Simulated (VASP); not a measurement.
W: transverse stress against strain

W (bcc, Im-3m, 15.514 Å³/atom and stress up to 0.28 GPa in the relaxed cell, cube axes along x, y and z) under a strain ε along a cube axis (axis z), the other axes held. LDA in VASP (plane waves, PAW), 480 eV, 20×20×20 Γ-centred mesh, Methfessel-Paxton smearing 0.10 eV. Stress is positive for a compressed cell.

Here s stands for strain and y for stress xx.

```
strain (%)  stress xx (GPa)
----------  ---------------
-1.50                  3.02
-1.00                  1.89
-0.50                  0.79
0.00                  -0.28
0.50                  -1.31
1.00                  -2.32
1.50                  -3.31
3.00                      ?
```

Task: Using a straight line, estimate the missing y at s = 3.00 from the other rows, showing the fit.

Result: Means: s 0, y -0.217. About the means, the sum of products is -14.755 and the sum of squares of s is 7.0000; the slope is their ratio. Least squares gives y = -0.217 - 2.1079·s. Residuals (row less fit): 0.075, -0.001, -0.047, -0.063, -0.039, 0.005, 0.069; standard error 0.060 (degrees of freedom: 5). The slope gives the elastic constant C12 = about 210 GPa. At the withheld row, y = -0.217 - 2.1079 × 3.0 = -6.541 GPa. The calculation gives -6.21 GPa, 0.331 GPa above the prediction (3.6 % of the range of y in the table). The row lies outside the fitted rows, so this is an extrapolation. From the scatter of the fitted rows alone, a prediction at this place has a standard error of 0.094 GPa, so the miss is 3.5 times that.

A polynomial of degree 2 through the 12 other runs of the series gives -6.11 there, so most of the miss is curvature that the fit leaves out. In a metal these values are sensitive to mesh and smearing; energies are taken to zero smearing, stresses follow the free energy. Spin-orbit coupling is left out, which can shift these values for the heavy elements here. Rows are the converged runs of the series near zero and its far end; series whose fitted rows scatter by over a few per cent of the range, as at a crossing or softening among them, aren't shown in this form, nor equations of state whose B0' disagrees with the runs' pressures. Most that stay on the fit to the last digits aren't either.
